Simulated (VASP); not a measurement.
Runs of VASP 6.6.1 on NCClH2. The cell holds a molecule in a box, 5 atoms: a = 12.000 Å, b = 11.000 Å, c = 11.000 Å, α = 90.00°, β = 90.00°, γ = 90.00°. 

| level | potentials or basis | cutoff (eV) | grid for exact exchange (PRECFOCK) | exchange at q = 0 | gap on the mesh (eV) | largest force (eV/Å) |
| --- | --- | --- | --- | --- | --- | --- |
| PBE | VASP PAW PBE potentials, release 64 (N, C, Cl, H) | 520 | - | - | 5.10 | (b) |
| B3LYP+TS | VASP PAW PBE potentials, release 64 (N, C, Cl, H) | 520 | Fast | default | 7.24 | 0.26 |
| optB88-vdW | VASP PAW PBE potentials, release 64 (N, C, Cl, H) | 520 | - | - | 5.14 | (a) |
| RPBE | VASP PAW PBE potentials, release 64 (N, C, Cl, H) | 520 | - | - | 5.15 | 1.31 |
| RPBE+D4 | VASP PAW PBE potentials, release 64 (N_s, C_s, Cl, H_s) | 400 | - | - | 5.09 | 2.28 |

Alike in all rows: task single point; no spin polarisation; cell as given; k mesh 1 × 1 × 1; smearing gaussian 0.01 eV.

Question: Fill in the values left out.

Answer: (a) 0.65; (b) 0.90.

Caveats: the standard files for N, O and F lose accuracy on very short bonds; the PAW data sets were made with another functional, which shifts forces and pressure a little (some runs).

A k mesh can miss the band edges.

Not every run made on this cell is shown here.
